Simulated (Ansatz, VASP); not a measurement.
# TaN in two plane-wave programs, part 2 of 3

One calculation is typed for both programs; each brings its own data sets. How far apart do they land? The cell is taken from a series of runs on this material, whose earlier steps may have relaxed, scaled, displaced or heated it; both programs get it as it stands.

VASP 6.6.1 and Ansatz 0.2.0.

So far: The structure; Ansatz: zone-centre phonons, LDA, pair 1.

**3. VASP: zone-centre phonons, LDA, pair 1**

Level of this step: LDA; plane waves and PAW (N, Ta_pv) (VASP).

The same cell, functional (in two slightly different forms), mesh and smearing now go to VASP, with its own data sets.

Lines of VASP's logs that name or quote its potential files are left out, and so is its time.

INCAR reads:

```
SYSTEM = TaN
PREC = Accurate
ENCUT = 600
EDIFF = 1E-08
NELM = 120
ISMEAR = 1
SIGMA = 0.2
LREAL = .FALSE.
ALGO = Normal
GGA = PW92
NBANDS = 14
LASPH = .TRUE.
LORBIT = 11
LWAVE = .FALSE.
LCHARG = .FALSE.
ISIF = 2
IBRION = 8
GGA_COMPAT = .FALSE.
KPAR = 2
```

POSCAR reads:

```
TaN
1.0
    0.0000000000      2.1880461767      2.0868558014
    2.1880461767      0.0000000000      2.0868558014
    2.1880461767      2.1880461767      0.0000000000
N Ta
1 1
Direct
    0.0000000000      0.0000000000      0.0000000000
    0.5000000000      0.5000000000      0.5000000000
```

KPOINTS reads:

```
Automatic mesh
0
Gamma
16 16 16
0 0 0
```

The projector-augmented-wave data sets are N and Ta_pv (LDA family, release 64).

On the command line:

```bash
$ mpirun -np 2 vasp_std
```

Numbers of over 12 decimals in the logs are rounded to 6 here.

Log:

```text
[banner, memory and clock lines left out]
running    2 mpi-ranks, on    1 nodes
 distrk:  each k-point on    1 cores,    2 groups
 distr:  one band on    1 cores,    1 groups

 POSCAR found type information on POSCAR N Ta
 POSCAR found :  2 types and       2 ions
|                                                                             |
|               ----> ADVICE to this user running VASP <----                  |
|                                                                             |
|     You enforced a specific xc type in the INCAR file but a different       |
|     [... a line on the potential file left out ...]
|     I HOPE YOU KNOW WHAT YOU ARE DOING!                                     |
|                                                                             |

 LDA part: xc-table for (Slater(with rela. corr.)+PW92), standard interpolation
 POSCAR, INCAR and KPOINTS ok, starting setup
 FFT: planning ... GRIDC
 FFT: planning ... GRID_SOFT
 FFT: planning ... GRID
 WAVECAR not read
 entering main loop
       N       E                     dE             d eps       ncg     rms          rms(c)
DAV:   1     0.952489842557E+02    0.95249E+02   -0.97784E+03  9772   0.136E+03
DAV:   2    -0.240658503891E+02   -0.11931E+03   -0.11233E+03 12034   0.333E+02
DAV:   3    -0.270948132917E+02   -0.30290E+01   -0.29930E+01 11236   0.477E+01
DAV:   4    -0.271087481277E+02   -0.13935E-01   -0.13922E-01 11774   0.345E+00
DAV:   5    -0.271088547433E+02   -0.10662E-03   -0.10661E-03 11220   0.263E-01    0.274E+01
DAV:   6    -0.241858895650E+02    0.29230E+01   -0.64819E+00 10684   0.286E+01    0.116E+01
DAV:   7    -0.240924192477E+02    0.93470E-01   -0.39215E-01 12484   0.562E+00    0.776E+00
DAV:   8    -0.240559377116E+02    0.36482E-01   -0.12088E-01 12232   0.303E+00    0.131E+00
DAV:   9    -0.240521302799E+02    0.38074E-02   -0.10426E-02 11134   0.867E-01    0.257E-01
DAV:  10    -0.240519819524E+02    0.14833E-03   -0.51676E-04 12862   0.288E-01    0.803E-02
DAV:  11    -0.240519595112E+02    0.22441E-04   -0.54086E-05 10666   0.799E-02    0.152E-02
DAV:  12    -0.240519591858E+02    0.32540E-06   -0.31727E-06 12256   0.171E-02    0.141E-03
DAV:  13    -0.240519591913E+02   -0.55120E-08   -0.81340E-08 11248   0.262E-03
   1 F= -.24051959E+02 E0= -.24051967E+02  d E =0.229119E-04
 Linear response reoptimize wavefunctions to high precision
DAV:   1    -0.240519591893E+02    0.19813E-08   -0.55346E-09 12310   0.906E-04
DAV:   2    -0.240519591894E+02   -0.60936E-10   -0.36789E-10  6578   0.183E-04
 Linear response DOF=           4
 Linear response progress:
  Degree of freedom:   1/  4
       N       E                     dE             d eps       ncg     rms          rms(c)
RMM:   1    -0.231643585676E+00   -0.23164E+00    0.16195E-01 37382   0.297E+00
RMM:   2    -0.228588478704E+00    0.30551E-02   -0.42463E-03 29677   0.498E-01    0.157E-01
RMM:   3    -0.229445870081E+00   -0.85739E-03   -0.92452E-04 26686   0.187E-01    0.786E-02
RMM:   4    -0.230822046345E+00   -0.13762E-02   -0.48012E-04 27026   0.131E-01    0.209E-02
RMM:   5    -0.230910741514E+00   -0.88695E-04   -0.18596E-05 31443   0.312E-02    0.292E-03
RMM:   6    -0.230912312360E+00   -0.15708E-05   -0.15515E-06 31077   0.677E-03    0.684E-04
RMM:   7    -0.230905105627E+00    0.72067E-05   -0.12604E-07 31328   0.173E-03    0.312E-04
RMM:   8    -0.230906659430E+00   -0.15538E-05   -0.63623E-08 33088   0.579E-04    0.901E-05
RMM:   9    -0.230906317247E+00    0.34218E-06    0.18430E-08 32359   0.202E-04    0.211E-05
RMM:  10    -0.230906115608E+00    0.20164E-06   -0.85666E-09 34485   0.725E-05    0.991E-06
RMM:  11    -0.230906137130E+00   -0.21522E-07   -0.15950E-09 32373   0.224E-05    0.319E-06
RMM:  12    -0.230906159788E+00   -0.22659E-07    0.21560E-09 31335   0.847E-06    0.103E-06
RMM:  13    -0.230906159056E+00    0.73222E-09    0.14881E-09 20415   0.417E-06    0.535E-07
 first order change of Fermi-energy   0.29916E-03
 force on displaced ion       1 direction 1 :  -7.161   0.000   0.000
 Linear response progress:
  Degree of freedom:   2/  4
       N       E                     dE             d eps       ncg     rms          rms(c)
RMM:   1    -0.237749037035E+00   -0.23775E+00    0.14750E-01 20563   0.312E+00
RMM:   2    -0.232644063038E+00    0.51050E-02   -0.46487E-03 16612   0.523E-01    0.186E-01
RMM:   3    -0.233527379557E+00   -0.88332E-03   -0.11103E-03 14777   0.208E-01    0.957E-02
RMM:   4    -0.235047207800E+00   -0.15198E-02   -0.55223E-04 15202   0.143E-01    0.260E-02
RMM:   5    -0.235192999681E+00   -0.14579E-03   -0.22264E-05 17270   0.352E-02    0.398E-03
RMM:   6    -0.235208596237E+00   -0.15597E-04   -0.20466E-06 17395   0.820E-03    0.864E-04
RMM:   7    -0.235196776592E+00    0.11820E-04   -0.17266E-07 16750   0.202E-03    0.370E-04
RMM:   8    -0.235198925113E+00   -0.21485E-05   -0.16312E-08 18663   0.657E-04    0.921E-05
RMM:   9    -0.235198424096E+00    0.50102E-06    0.12105E-08 17679   0.220E-04    0.194E-05
RMM:  10    -0.235198325144E+00    0.98952E-07   -0.15192E-08 19544   0.687E-05    0.942E-06
RMM:  11    -0.235198316440E+00    0.87040E-08   -0.95321E-09 18016   0.212E-05    0.466E-06
 first order change of Fermi-energy   0.18631E-04
 force on displaced ion       1 direction 3 :   0.000   0.000 -16.440
 Linear response progress:
  Degree of freedom:   3/  4
       N       E                     dE             d eps       ncg     rms          rms(c)
RMM:   1    -0.134343522612E+00   -0.13434E+00    0.11293E+01 18294   0.236E+01
RMM:   2    -0.162702555802E+00   -0.28359E-01   -0.26895E-02 27316   0.144E+00    0.996E-02
RMM:   3    -0.162178731844E+00    0.52382E-03   -0.20154E-03 31761   0.288E-01    0.464E-02
RMM:   4    -0.161816421559E+00    0.36231E-03   -0.14408E-04 34501   0.755E-02    0.183E-02
RMM:   5    -0.161644263470E+00    0.17216E-03   -0.17644E-05 34116   0.222E-02    0.400E-03
RMM:   6    -0.161642187886E+00    0.20756E-05   -0.35395E-06 32505   0.822E-03    0.735E-04
RMM:   7    -0.161641846286E+00    0.34160E-06   -0.13314E-06 34852   0.229E-03    0.257E-04
RMM:   8    -0.161643472378E+00   -0.16261E-05    0.31868E-07 36365   0.784E-04    0.727E-05
RMM:   9    -0.161643841335E+00   -0.36896E-06    0.10794E-06 34256   0.322E-04    0.369E-05
RMM:  10    -0.161644463370E+00   -0.62203E-06   -0.21226E-06 32975   0.182E-04    0.736E-06
RMM:  11    -0.161644172986E+00    0.29038E-06    0.15225E-06 37909   0.780E-05    0.182E-06
RMM:  12    -0.161644422392E+00   -0.24941E-06   -0.12168E-06 34681   0.378E-05    0.818E-07
RMM:  13    -0.161644242685E+00    0.17971E-06    0.46069E-07 27569   0.216E-05    0.983E-07
RMM:  14    -0.161644304107E+00   -0.61422E-07   -0.27195E-07 26557   0.142E-05    0.202E-06
RMM:  15    -0.161644247710E+00    0.56398E-07    0.41391E-07 29467   0.111E-05    0.528E-07
RMM:  16    -0.161644309637E+00   -0.61928E-07   -0.97904E-08 27082   0.733E-06    0.226E-07
RMM:  17    -0.161644277899E+00    0.31739E-07    0.19037E-07 15252   0.516E-06    0.174E-07
RMM:  18    -0.161644303056E+00   -0.25157E-07   -0.60566E-08 14776   0.435E-06    0.108E-07
RMM:  19    -0.161644290545E+00    0.12511E-07    0.78161E-08 16629   0.398E-06    0.201E-07
RMM:  20    -0.161644298865E+00   -0.83200E-08   -0.25764E-08 13575   0.346E-06    0.936E-08
 first order change of Fermi-energy  -0.15453E-03
 force on displaced ion       2 direction 1 :  -7.160   0.000   0.000
 Linear response progress:
  Degree of freedom:   4/  4
       N       E                     dE             d eps       ncg     rms          rms(c)
RMM:   1    -0.130918959880E+00   -0.13092E+00    0.11458E+01 10328   0.239E+01
RMM:   2    -0.160912968043E+00   -0.29994E-01   -0.26460E-02 15324   0.144E+00    0.135E-01
RMM:   3    -0.160079293596E+00    0.83367E-03   -0.20369E-03 17442   0.294E-01    0.628E-02
RMM:   4    -0.159516764094E+00    0.56253E-03   -0.20308E-04 18410   0.101E-01    0.192E-02
RMM:   5    -0.159351796368E+00    0.16497E-03   -0.20875E-05 19104   0.275E-02    0.634E-03
RMM:   6    -0.159318630553E+00    0.33166E-04   -0.31807E-06 18163   0.927E-03    0.940E-04
RMM:   7    -0.159314354479E+00    0.42761E-05    0.28352E-06 18933   0.265E-03    0.266E-04
RMM:   8    -0.159316533086E+00   -0.21786E-05    0.16610E-06 20193   0.938E-04    0.768E-05
RMM:   9    -0.159317333768E+00   -0.80068E-06   -0.33196E-07 18467   0.396E-04    0.377E-05
RMM:  10    -0.159317669162E+00   -0.33539E-06    0.44467E-07 18480   0.219E-04    0.128E-05
RMM:  11    -0.159317854090E+00   -0.18493E-06    0.39692E-07 19097   0.115E-04    0.680E-06
RMM:  12    -0.159317781398E+00    0.72691E-07    0.11291E-07 18374   0.625E-05    0.174E-06
RMM:  13    -0.159317786701E+00   -0.53031E-08    0.14559E-07 18605   0.316E-05    0.195E-06
RMM:  14    -0.159317775036E+00    0.11665E-07    0.10009E-07 16907   0.200E-05    0.342E-06
RMM:  15    -0.159317810317E+00   -0.35280E-07    0.67609E-08 16651   0.150E-05    0.114E-06
RMM:  16    -0.159317832827E+00   -0.22511E-07    0.41187E-08 17154   0.107E-05    0.872E-07
RMM:  17    -0.159317854753E+00   -0.21926E-07    0.22671E-08 16930   0.787E-06    0.197E-06
RMM:  18    -0.159317849711E+00    0.50421E-08    0.16728E-08 10609   0.526E-06    0.148E-06
 first order change of Fermi-energy   0.87583E-04
 force on displaced ion       2 direction 3 :   0.000   0.000 -16.438
 Linear response finished
```

From OUTCAR (step 3):

```text
ion  position               nearest neighbor table
   1  0.000  0.000  0.000-   2 2.09   2 2.09   2 2.19   2 2.19   2 2.19   2 2.19
   2  0.500  0.500  0.500-   1 2.09   1 2.09   1 2.19   1 2.19   1 2.19   1 2.19

  LATTYP: Found a body centered tetragonal cell.
 ALAT       =     3.0943645782
 C/A-ratio  =     1.3488105546

 Subroutine GETGRP returns: Found 16 space group operations
 (whereof 16 operations were pure point group operations)

The static configuration has the point symmetry D_4h.

 Found    349 irreducible k-points:

   k-points           NKPTS =    349   k-points in BZ     NKDIM =    349   number of bands    NBANDS=     14

   dimension x,y,z NGX =    24 NGY =   24 NGZ =   28
   dimension x,y,z NGXF=    48 NGYF=   48 NGZF=   56

   ENCUT  =  600.0 eV  44.10 Ry    6.64 a.u.   6.04  6.04  6.18*2*pi/ulx,y,z

   NELECT =      16.0000    total number of electrons

 k-points in reciprocal lattice and weights: Automatic mesh
   0.00000000  0.00000000  0.00000000       0.000
   0.06250000  0.00000000  0.00000000       0.002
   0.12500000  0.00000000  0.00000000       0.002
   0.18750000  0.00000000  0.00000000       0.002
   0.25000000  0.00000000  0.00000000       0.002
   0.31250000  0.00000000  0.00000000       0.002
   0.37500000  0.00000000  0.00000000       0.002
   0.43750000  0.00000000  0.00000000       0.002
   0.50000000  0.00000000  0.00000000       0.001
[...]
-0.31250000  0.18750000  0.50000000       0.001
  -0.25000000  0.25000000  0.50000000       0.000

 average (electrostatic) potential at core
       1 -60.3815       2 -34.3774

  Total        0.2329965      0.2329965      5.2612301      0.0000000     -0.0000000      0.0000000
  in kB       18.6820552     18.6820552    421.8542971      0.0000000     -0.0000000      0.0000000
  external PRESSURE =     153.0728025 kB  Pullay stress =       0.0000000 kB

  energy-cutoff  :      600.00
  volume of cell :       19.98
      direct lattice vectors                 reciprocal lattice vectors
     0.000000000  2.188046177  2.086855801    -0.228514373  0.228514373  0.239594897
     2.188046177  0.000000000  2.086855801     0.228514373 -0.228514373  0.239594897
     2.188046177  2.188046177  0.000000000     0.228514373  0.228514373 -0.239594897

 POSITION                                       TOTAL-FORCE (eV/Angst)
 -----------------------------------------------------------------------------------
      0.00000      0.00000      0.00000        -0.000000     -0.000000      0.000000
      2.18805      2.18805      2.08686         0.000000      0.000000     -0.000000
 -----------------------------------------------------------------------------------
    total drift:                                0.000000     -0.000000     -0.000000

 Eigenvectors and eigenvalues of the dynamical matrix
 ----------------------------------------------------

   1 f  =   17.583619 THz   110.481137 2PiTHz  586.526399 cm-1    72.719973 meV
             X         Y         Z           dx          dy          dz
      0.000000  0.000000  0.000000     0.000000    0.000000    0.963426
      2.188046  2.188046  2.086856     0.000000    0.000000   -0.267974

   2 f  =   11.604701 THz    72.914485 2PiTHz  387.091147 cm-1    47.993164 meV
             X         Y         Z           dx          dy          dz
      0.000000  0.000000  0.000000     0.963426    0.000000    0.000000
      2.188046  2.188046  2.086856    -0.267976    0.000000    0.000000

   3 f  =   11.604701 THz    72.914485 2PiTHz  387.091147 cm-1    47.993164 meV
             X         Y         Z           dx          dy          dz
      0.000000  0.000000  0.000000     0.000000    0.963426    0.000000
      2.188046  2.188046  2.086856     0.000000   -0.267976    0.000000

   4 f/i=    0.000177 THz     0.001109 2PiTHz    0.005889 cm-1     0.000730 meV
             X         Y         Z           dx          dy          dz
      0.000000  0.000000  0.000000     0.000000   -0.267976    0.000000
      2.188046  2.188046  2.086856     0.000000   -0.963426    0.000000

   5 f/i=    0.000177 THz     0.001109 2PiTHz    0.005889 cm-1     0.000730 meV
             X         Y         Z           dx          dy          dz
      0.000000  0.000000  0.000000    -0.267976    0.000000    0.000000
      2.188046  2.188046  2.086856    -0.963426    0.000000    0.000000

   6 f/i=    0.000290 THz     0.001821 2PiTHz    0.009669 cm-1     0.001199 meV
             X         Y         Z           dx          dy          dz
      0.000000  0.000000  0.000000     0.000000    0.000000   -0.267974
      2.188046  2.188046  2.086856     0.000000    0.000000   -0.963426

 ELASTIC MODULI CONTR FROM IONIC RELAXATION (kBar)
 Direction    XX          YY          ZZ          XY          YZ          ZX
 --------------------------------------------------------------------------------
 XX           0.0000      0.0000      0.0000      0.0000      0.0000      0.0000
 YY           0.0000      0.0000      0.0000      0.0000      0.0000      0.0000
 ZZ           0.0000      0.0000      0.0000      0.0000      0.0000      0.0000
 XY           0.0000      0.0000      0.0000      0.0000      0.0000      0.0000
 YZ           0.0000      0.0000      0.0000      0.0000      0.0000      0.0000
 ZX           0.0000      0.0000      0.0000      0.0000      0.0000      0.0000
 --------------------------------------------------------------------------------
```

Energies printed during the response cycles are not total energies of the cell.

**4. Side by side**

Known differences besides the potentials themselves: the data sets hold 18 valence electrons in Ansatz (on its PAW soft_1 files) and 16 in VASP; the cutoff is 420 eV in Ansatz and 600 eV in VASP; VASP's log shows a relativistic correction to its local exchange, Ansatz's none. Total energies have different zeros and are not compared.

Both answers:

| quantity | Ansatz | VASP | difference |
| --- | --- | --- | --- |
| optical mode 1 to 2 (cm⁻¹) | 385.9 | 387.1 | -0.30 % |
| optical mode 3 (cm⁻¹) | 582.7 | 586.5 | -0.65 % |

Modes are paired by rising frequency, not by their patterns, so a pair may set unlike modes beside each other; they are those without the splitting of longitudinal modes.

(Continued in part 3 of 3.)

[Lines on the potential files, build, host, timing and source positions are cut from VASP's logs without a mark.]

[Logs are printed without paths, hosts, clocks, repeated set-up lines and the standing remarks that a program may print on its own settings, such as how far it seeks lower states.]

[Hosts, paths, dates, database ids (printed as entryN), source tags and the programs' standing remarks are cut or masked in the printed files.]
